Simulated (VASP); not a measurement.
The system is GaBSb2.

```
CELL_PARAMETERS angstrom
3.93347 0.00000 0.00000
0.00000 3.93347 0.00000
0.00000 0.00000 5.56277
ATOMIC_POSITIONS crystal
B 0.00000 0.00000 0.00000
Sb 0.00000 0.50000 0.25000
Sb 0.50000 0.00000 0.75000
Ga 0.50000 0.50000 0.50000
```

The cell was built by a generator and needn't be a form met in nature.

```yaml
Program: VASP 6.6.1
Task: relaxation of cell and atoms
Functional: PBE
Potentials_or_basis: VASP PAW PBE potentials, release 64 (B, Sb, Ga_d)
Cutoff: 600 eV
k_mesh: 6 × 6 × 4
Occupations: fermi-dirac, width 0.02 eV
Spin: no spin polarisation
```

At the start: pressure 10.9 GPa; volume 21.52 Å³/atom.

Question: How do energy, volume and symmetry change on relaxing?

Answer: Over 12 steps the energy falls by 231.7 meV/atom and the volume is 23.73 Å³/atom (+10.3 %); space group P-4m2 (No. 115, to 0.05 Å).

The path:
| step | energy change (eV) | largest force (eV/Å) | pressure (GPa) | volume (Å³) |
| --- | --- | --- | --- | --- |
| 1 | 0.0000 | 3.6491 | 10.92 | 86.07 |
| 2 | -0.7190 | 0.1380 | -5.18 | 105.66 |
| 3 | -0.8181 | 0.8348 | -2.42 | 99.67 |
| 4 | -0.9133 | 0.2266 | -0.55 | 96.07 |
| 5 | -0.9217 | 0.0329 | 0.10 | 94.87 |
| 6 | -0.9219 | 0.0134 | 0.26 | 94.63 |
| 7 | -0.9219 | 0.0062 | 0.16 | 94.73 |
| 8 | -0.9258 | 0.0137 | 0.03 | 94.97 |
| 9 | -0.9267 | 0.0263 | -0.06 | 95.13 |
| 10 | -0.9268 | 0.0288 | -0.11 | 95.16 |
| 11 | -0.9268 | 0.0279 | -0.10 | 95.16 |
| 12 | -0.9269 | 0.0045 | 0.02 | 94.93 |

Final structure:
```xyz
4
Lattice="4.0238 0.0000 0.0000 0.0000 4.0238 0.0000 0.0000 0.0000 5.8630" Properties=species:S:1:pos:R:3 pbc="T T T"
B     4.0238    4.0238    5.8630
Sb    0.0000    2.0119    1.2601
Sb    2.0119    4.0238    4.6030
Ga    2.0119    2.0119    2.9315
```
